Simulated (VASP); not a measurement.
Given:

```xyz
2
Lattice="2.7364 0.0000 0.0000 -1.3682 2.3698 0.0000 0.0000 0.0000 4.7598" Properties=species:S:1:pos:R:3 pbc="T T T"
Pt     0.0000     1.5799     1.1899
Pt     1.3682     0.7899     3.5698
```

All values below come from r2SCAN meta-GGA, VASP's PBE PAW potentials (set 64) (plane waves; VASP). Numerical set-up: 400 eV cut-off, 17×17×9 Γ-centred mesh, tetrahedra with Blöchl corrections, potentials Pt.

Give the energies of bands 1 to 13 at the high-symmetry points, in eV from the Fermi level.

```csv
band,Γ,M,K,A,L,H
1,-10.21,-6.87,-5.75,-8.40,-6.97,-5.44
2,-7.53,-6.76,-5.04,-8.40,-6.97,-5.44
3,-4.23,-6.08,-5.04,-4.19,-5.58,-4.77
4,-3.67,-3.65,-4.52,-4.19,-5.58,-4.77
5,-3.67,-3.37,-3.94,-3.67,-1.98,-3.90
6,-3.29,-3.12,-3.94,-3.67,-1.98,-3.90
7,-3.29,-2.68,-2.78,-3.67,-0.88,-2.61
8,-1.97,-0.06,-0.84,-3.67,-0.88,-2.61
9,-1.97,0.34,-0.79,-0.90,0.46,-0.18
10,-0.66,0.55,-0.79,-0.90,0.46,-0.18
11,-0.29,2.48,4.83,-0.90,1.85,7.07
12,-0.29,4.06,4.83,-0.90,1.85,7.07
13,5.06,7.80,6.34,12.68,7.01,7.11
```

It has no gap at this level: it comes out as a metal or semimetal.

The structure was generated: Pt was put into the hcp type (P6_3/mmc), which need not be its known phase. It was relaxed first.
